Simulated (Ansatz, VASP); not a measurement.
**PbO (Litharge): VASP beside Ansatz**

Aim: how closely do two programs agree when they are given the same cell, functional and k mesh?

Method: plane waves, with VASP 6.6.1 beside it; band structure at HSE06, spin-orbit coupling, in Ansatz 0.2.0.

**1. The structure**

It takes space group P4/nmm (No. 129, tetragonal). Conventional cell: a = 3.978 Å, b = 3.978 Å, c = 5.026 Å, α = 90.00°, β = 90.00°, γ = 90.00°. Pb has 4 O at 2.31 Å nearest. Nearest to O lie 4 Pb at 2.31 Å. Farther neighbours and most contacts between anions are not listed.

Structure file:

```
Pb O
1.0
     3.97769    0.00000    0.00000
     0.00000    3.97769    0.00000
     0.00000    0.00000    5.02590
Pb O
2 2
Direct
  0.00000 0.50000 0.76550
  0.50000 0.00000 0.23450
  0.50000 0.50000 0.00000
  0.00000 0.00000 0.00000
```

**2. VASP: band structure, HSE06, spin-orbit coupling**

Levels along a path test the potential and the projectors away from the mesh points.

Lines of VASP's logs that name or quote its potential files are left out, and so is its time.

The run reads the wave functions of an earlier VASP run, which isn't shown here.

INCAR reads:

```
SYSTEM = PbO
PREC = Accurate
ENCUT = 520
EDIFF = 1E-06
NELM = 100
ISMEAR = 0
SIGMA = 0.02
LREAL = .FALSE.
ALGO = Normal
LHFCALC = .TRUE.
AEXX = 0.25
GGA = PE
HFSCREEN = 0.2
LASPH = .TRUE.
LNONCOLLINEAR = .TRUE.
MAGMOM = 0 0 0 0 0 0 0 0 0 0 0 0
NBANDS = 52
GGA_COMPAT = .FALSE.
LSORBIT = .TRUE.
PRECFOCK = Fast
LORBIT = 11
LWAVE = .FALSE.
LCHARG = .FALSE.
KPAR = 4
```

POSCAR reads:

```
PbO
1.0
    3.9776877762      0.0000000000      0.0000000000
    0.0000000000      3.9776877762      0.0000000000
    0.0000000000      0.0000000000      5.0259000000
Pb O
2 2
Direct
    0.0000000000      0.5000000000      0.7655000000
    0.5000000000      0.0000000000      0.2345000000
    0.5000000000      0.5000000000      0.0000000000
    0.0000000000      0.0000000000      0.0000000000
```

KPOINTS reads:

```
Automatic mesh
0
Gamma
4 4 3
0 0 0
```

KPOINTS_OPT reads:

```
Line mode
6
Line-mode
Reciprocal
  0.00000000   0.00000000   0.00000000 GAMMA
  0.00000000   0.50000000   0.00000000 X

  0.00000000   0.50000000   0.00000000 X
  0.50000000   0.50000000   0.00000000 M

  0.50000000   0.50000000   0.00000000 M
  0.00000000   0.00000000   0.00000000 GAMMA

  0.00000000   0.00000000   0.00000000 GAMMA
  0.00000000   0.00000000   0.50000000 Z

  0.00000000   0.00000000   0.50000000 Z
  0.00000000   0.50000000   0.50000000 R

  0.00000000   0.50000000   0.50000000 R
  0.50000000   0.50000000   0.50000000 A

  0.50000000   0.50000000   0.50000000 A
  0.00000000   0.00000000   0.50000000 Z

  0.00000000   0.50000000   0.00000000 X
  0.00000000   0.50000000   0.50000000 R

  0.50000000   0.50000000   0.00000000 M
  0.50000000   0.50000000   0.50000000 A
```

The projector-augmented-wave data sets are Pb_d and O (PBE family, release 64).

Started as:

```sh
> mpirun -np 8 vasp_ncl
```

Numbers of over 12 decimals in the logs are rounded to 6 here.

Log:

```text
[banner, memory and clock lines left out]
running    8 mpi-ranks, on    1 nodes
 distrk:  each k-point on    2 cores,    4 groups
 distr:  one band on    1 cores,    2 groups

 POSCAR found type information on POSCAR PbO
 POSCAR found :  2 types and       4 ions
|                                                                             |
|           W    W    AA    RRRRR   N    N  II  N    N   GGGG   !!!           |
|           W    W   A  A   R    R  NN   N  II  NN   N  G    G  !!!           |
|           W    W  A    A  R    R  N N  N  II  N N  N  G       !!!           |
|           W WW W  AAAAAA  RRRRR   N  N N  II  N  N N  G  GGG   !            |
|           WW  WW  A    A  R   R   N   NN  II  N   NN  G    G                |
|           W    W  A    A  R    R  N    N  II  N    N   GGGG   !!!           |
|                                                                             |
|     For optimal performance we recommend to set                             |
|       NCORE = 2 up to number-of-cores-per-socket                            |
|     NCORE specifies how many cores store one orbital (NPAR=cpu/NCORE).      |
|     This setting can greatly improve the performance of VASP for DFT.       |
|     The default, NCORE=1 might be grossly inefficient on modern             |
|     multi-core architectures or massively parallel machines. Do your        |
|     Unfortunately you need to use the default for GW and RPA                |
|     calculations (for HF NCORE is supported but not extensively tested      |
|     yet).                                                                   |
|                                                                             |

 LDA part: xc-table for (Slater+PW92), standard interpolation
 found WAVECAR, reading the header
 POSCAR, INCAR and KPOINTS ok, starting setup
 FFT: planning ... GRIDC
 FFT: planning ... GRID_SOFT
 FFT: planning ... GRID
 reading WAVECAR
 the WAVECAR file was read successfully
 initial charge from wavefunction
 entering main loop
       N       E                     dE             d eps       ncg     rms          rms(c)
DAV:   1    -0.272246259229E+02   -0.27225E+02   -0.76017E-01  1380   0.106E+01    0.886E-01
DAV:   2    -0.272319359931E+02   -0.73101E-02   -0.13394E-01  1588   0.265E+00    0.529E-01
DAV:   3    -0.272318112333E+02    0.12476E-03   -0.25092E-02  1936   0.118E+00    0.381E-01
DAV:   4    -0.272309543574E+02    0.85688E-03   -0.16160E-03  1676   0.591E-01    0.211E-01
DAV:   5    -0.272306783522E+02    0.27601E-03   -0.11150E-03  1720   0.289E-01    0.970E-02
DAV:   6    -0.272306114172E+02    0.66935E-04   -0.80255E-05  1744   0.123E-01    0.572E-02
DAV:   7    -0.272305942019E+02    0.17215E-04   -0.34822E-05  1804   0.718E-02    0.361E-02
DAV:   8    -0.272305946610E+02   -0.45907E-06   -0.12101E-05  1528   0.287E-02    0.223E-02
DAV:   9    -0.272305954670E+02   -0.80595E-06   -0.33111E-06  1168   0.183E-02
   1 F= -.27230595E+02 E0= -.27230595E+02  d E =-.334964E-20  mag=     0.0000     0.0000    -0.0000
 Start KPOINTS_OPT (optional k-point list driver)
k-point batch [1-12\54]
       N       E                     dE             ncg
DAV:   1     0.368498639294E+04   -0.54937E+04     1248
DAV:   2    -0.248247167085E+04   -0.61675E+04     1296
DAV:   3    -0.358185162822E+04   -0.10994E+04     1444
DAV:   4    -0.370151512234E+04   -0.11966E+03     1620
DAV:   5    -0.370714298028E+04   -0.56279E+01     1704
DAV:   6    -0.370732210805E+04   -0.17913E+00     1776
DAV:   7    -0.370733034488E+04   -0.82368E-02     1896
DAV:   8    -0.370733072367E+04   -0.37879E-03     1808
DAV:   9    -0.370733073496E+04   -0.11285E-04     1256
DAV:  10    -0.370733073526E+04   -0.30468E-06     1024
[...]
k-point batch [49-54\54]
       N       E                     dE             ncg
DAV:   1     0.792738700909E+04   -0.67520E+04      624
DAV:   2     0.490728753665E+04   -0.30201E+04      664
DAV:   3     0.439584854586E+04   -0.51144E+03      744
DAV:   4     0.433950358280E+04   -0.56345E+02      784
DAV:   5     0.433695684108E+04   -0.25467E+01      808
DAV:   6     0.433687803233E+04   -0.78809E-01      808
DAV:   7     0.433687381055E+04   -0.42218E-02      864
DAV:   8     0.433687358669E+04   -0.22386E-03      856
DAV:   9     0.433687358186E+04   -0.48271E-05      672
DAV:  10     0.433687358174E+04   -0.11761E-06      456
```

From OUTCAR (step 2):

```text
ion  position               nearest neighbor table
   1  0.000  0.500  0.766-   3 2.31   4 2.31   4 2.31   3 2.31   2 3.67   2 3.67   2 3.67   2 3.67
                             2 3.88   2 3.88   2 3.88   2 3.88
   2  0.500  0.000  0.234-   3 2.31   4 2.31   3 2.31   4 2.31   1 3.67   1 3.67   1 3.67   1 3.67
                             1 3.88   1 3.88   1 3.88   1 3.88
   3  0.500  0.500  0.000-   1 2.31   2 2.31   2 2.31   1 2.31
   4  0.000  0.000  0.000-   1 2.31   2 2.31   1 2.31   2 2.31

  LATTYP: Found a simple tetragonal cell.
 ALAT       =     3.9776877762
 C/A-ratio  =     1.2635230020

 Subroutine GETGRP returns: Found 16 space group operations
 (whereof  8 operations were pure point group operations)

The static configuration has the point symmetry D_2d.
 The point group associated with its full space group is D_4h.

 Found     12 irreducible k-points:

   k-points           NKPTS =     12   k-points in BZ     NKDIM =     48   number of bands    NBANDS=     52

   dimension x,y,z NGX =    30 NGY =   30 NGZ =   40
   dimension x,y,z NGXF=    60 NGYF=   60 NGZF=   80

   ENCUT  =  520.0 eV  38.22 Ry    6.18 a.u.   7.40  7.40  9.34*2*pi/ulx,y,z

   NELECT =      40.0000    total number of electrons

 k-points in reciprocal lattice and weights: Automatic mesh
   0.00000000  0.00000000  0.00000000       0.021
   0.25000000  0.00000000  0.00000000       0.083
   0.50000000  0.00000000  0.00000000       0.042
   0.25000000  0.25000000  0.00000000       0.083
   0.50000000  0.25000000  0.00000000       0.083
   0.50000000  0.50000000  0.00000000       0.021
   0.00000000  0.00000000  0.33333333       0.042
   0.25000000  0.00000000  0.33333333       0.167
   0.50000000  0.00000000  0.33333333       0.083
   0.25000000  0.25000000  0.33333333       0.167
   0.50000000  0.25000000  0.33333333       0.167
   0.50000000  0.50000000  0.33333333       0.042

  exchange ACFDT corr.  =         0.00000000  see jH, gK, PRB 81, 115126

 average (electrostatic) potential at core
       1 -85.4394       2 -85.4394       3 -63.1726       4 -63.1726

 E-fermi :   4.7163

 k-point     1 :       0.0000    0.0000    0.0000
  band No.  band energies     occupation
    ...
     36       2.3073      1.00000
     37       2.4247      1.00000
     38       2.4247      1.00000
     39       4.5917      1.00000
     40       4.5917      1.00000
     41       7.7017      0.00000
     42       7.7017      0.00000
     43      10.1690      0.00000
     44      10.1690      0.00000
     45      10.9507      0.00000
    ...

 k-point     2 :       0.2500    0.0000    0.0000
  band No.  band energies     occupation
    ...
     36       1.9091      1.00000
     37       2.1039      1.00000
     38       2.1039      1.00000
     39       4.3210      1.00000
     40       4.3210      1.00000
     41       8.7509      0.00000
     42       8.7509      0.00000
     43       9.1150      0.00000
     44       9.1150      0.00000
     45      10.7173      0.00000
    ...

 k-point     3 :       0.5000    0.0000    0.0000
  band No.  band energies     occupation
    ...
     36       0.9376      1.00000
     37       2.6806      1.00000
     38       2.6806      1.00000
     39       2.6806      1.00000
     40       2.6806      1.00000
     41       8.7900      0.00000
     42       8.7900      0.00000
     43       8.7900      0.00000
     44       8.7900      0.00000
     45      11.7929      0.00000
    ...

  energy-cutoff  :      520.00
  volume of cell :       79.52
      direct lattice vectors                 reciprocal lattice vectors
     3.977687776  0.000000000  0.000000000     0.251402336  0.000000000  0.000000000
     0.000000000  3.977687776  0.000000000     0.000000000  0.251402336  0.000000000
     0.000000000  0.000000000  5.025900000     0.000000000  0.000000000  0.198969339

 POSITION                                       TOTAL-FORCE (eV/Angst)
 -----------------------------------------------------------------------------------
      0.00000      1.98884      3.84733         0.000000      0.000000      0.079561
      1.98884      0.00000      1.17857         0.000000     -0.000000     -0.079561
      1.98884      1.98884      0.00000        -0.000000      0.000000      0.000000
      0.00000      0.00000      0.00000         0.000000      0.000000      0.000000
 -----------------------------------------------------------------------------------
    total drift:                               -0.000000      0.000000      0.000006

  FREE ENERGIE OF THE ION-ELECTRON SYSTEM (eV)
  ---------------------------------------------------
  free  energy   TOTEN  =       -27.2305954670 eV

  energy  without entropy=      -27.2305954670  energy(sigma->0) =      -27.23059547

 Spin-Orbit-Coupling matrix elements
 Ion:    1  E_soc:     -0.7135552
 Ion:    2  E_soc:     -0.7135552
 Ion:    3  E_soc:     -0.0009719
 Ion:    4  E_soc:     -0.0009719

 total charge
# of ion       s       p       d       tot
------------------------------------------
    1        1.384   0.619   9.889  11.891
    2        1.384   0.619   9.889  11.891
    3        1.581   3.427   0.000   5.008
    4        1.581   3.427   0.000   5.008
--------------------------------------------------
tot          5.929   8.092  19.778  33.799

 magnetization (x)
# of ion       s       p       d       tot
------------------------------------------
    1        0.000   0.000   0.000   0.000
    2        0.000   0.000   0.000   0.000
    3        0.000   0.000   0.000   0.000
    4        0.000   0.000   0.000   0.000
--------------------------------------------------
tot          0.000   0.000   0.000   0.000

 magnetization (y)
# of ion       s       p       d       tot
------------------------------------------
    1        0.000   0.000   0.000   0.000
    2        0.000   0.000  -0.000  -0.000
    3       -0.000   0.000   0.000   0.000
    4        0.000  -0.000   0.000  -0.000
--------------------------------------------------
tot          0.000   0.000   0.000   0.000

 magnetization (z)
# of ion       s       p       d       tot
------------------------------------------
    1        0.000   0.000  -0.000  -0.000
    2        0.000   0.000  -0.000  -0.000
    3        0.000   0.000   0.000   0.000
    4       -0.000   0.000   0.000  -0.000
--------------------------------------------------
tot          0.000   0.000  -0.000  -0.000

[... 3 further parts left out ...]
```

The k-mesh is coarse for exact exchange; levels may shift by about 0.1 eV on a finer one. VASP adds spin-orbit coupling inside the spheres on scalar-relativistic partial waves, which describe the 6p1/2 states imperfectly, so such gaps can be off by a tenth of an eV or more.

(Continued in part 2 of 2.)

[Lines on the potential files, build, host, timing and source positions are cut from VASP's logs without a mark.]

[Logs are printed without paths, hosts, clocks, repeated set-up lines and the standing remarks that a program may print on its own settings, such as how far it seeks lower states.]

[Hosts, paths, dates, database ids (printed as entryN), source tags and the programs' standing remarks are cut or masked in the printed files.]
